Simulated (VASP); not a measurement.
Consider the following.

```
SrTe
1.0
    0.00000     3.38135     3.38135
    3.38135     0.00000     3.38135
    3.38135     3.38135     0.00000
Sr Te
1 1
Direct
  0.00000   0.00000   0.00000
  0.50000   0.50000   0.50000
```

The numbers are results of PBE GGA with D4 dispersion, VASP's PBE PAW potentials (set 64) (plane waves; VASP), not measurements. Settings: 520 eV cut-off, 7×7×7 Γ-centred mesh, Gaussian smearing of 0.050 eV, potentials Sr_sv Te.

**Question.** The job: SrTe (rock salt), 2 atoms, PBE-D4, static run, 520 eV, 7×7×7 Γ-centred mesh. Roughly how much core time does it take on a busy server core?

**Answer.** About 10 core-seconds (one run on a shared machine, a rough figure). It had 20 irreducible k-points, 12 bands, up to 2102 plane waves and 13 electronic steps.

The compound is SrTe in the rock salt structure. This cell is one point of a volume scan, at 1.06 of the reference volume.
